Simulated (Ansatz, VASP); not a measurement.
## Ba6LiNb2IrCl2O12 in VASP and in Ansatz

```
CELL_PARAMETERS angstrom
5.95680 0.00000 0.00000
-2.97840 5.15874 0.00000
0.00000 0.00000 15.55815
ATOMIC_POSITIONS crystal
Ba 0.00000 0.00000 0.36329
Ba 0.00000 0.00000 0.78902
Ba 0.33333 0.66667 0.63557
Ba 0.33333 0.66667 0.89112
Ba 0.00000 0.00000 0.06647
Ba 0.33333 0.66667 0.23276
Li 0.33333 0.66667 0.06318
Nb 0.66667 0.33333 0.81794
Nb 0.66667 0.33333 0.18349
Ir 0.66667 0.33333 0.00090
Cl 0.33333 0.66667 0.42882
Cl 0.00000 0.00000 0.58078
O 0.81922 0.63844 0.91308
O 0.99504 0.49752 0.75786
O 0.82786 0.65571 0.24527
O 0.50248 0.00496 0.75786
O 0.50248 0.49752 0.75786
O 0.50861 0.01721 0.08833
O 0.82786 0.17214 0.24527
O 0.98279 0.49139 0.08833
O 0.50861 0.49139 0.08833
O 0.36156 0.18078 0.91308
O 0.34429 0.17214 0.24527
O 0.81922 0.18078 0.91308
```

The cell comes from a database or a generator and needn't be the stable form of this composition.

Alike in both runs: task electric field gradients; functional PBE; k mesh 5 × 5 × 2; occupations fermi-dirac, width 0.02 eV; no spin polarisation.

|  | VASP | Ansatz |
| --- | --- | --- |
| version | VASP 6.6.1 | Ansatz 0.2.0 |
| potentials or method | VASP PAW PBE potentials, release 64 (Ba_sv, Li_sv, Nb_sv, Ir, Cl, O) | plane-wave PAW, scalar-relativistic |
| plane-wave cutoff (eV) | 520 | 420 |
| valence electrons in the cell | 184 | 192 |

```csv
,VASP,Ansatz,Ansatz less VASP
gap on the k mesh at the Fermi level (eV),1.62,1.64,+0.020
rms of the force components (eV/Å),0.186,0.159,-0.0272
Vzz of the field gradient on the site that differs most (V/Å²),-65.5,91.0,+156.56
```

Atom by atom the forces differ by 0.070 eV/Å (rms over components). One of these differences is far larger than is usual between the two programs; its cause wasn't traced. The two sets of potentials don't hold the same shells in valence. Ansatz warned: «gradients_without_spin_orbit».

Caveats: spin-orbit coupling is left out, which moves the levels of the heavy elements; an odd mesh through Γ misses points on the zone boundary, where band edges often lie. PBE gaps usually lie below the measured ones, often by a third to a half.
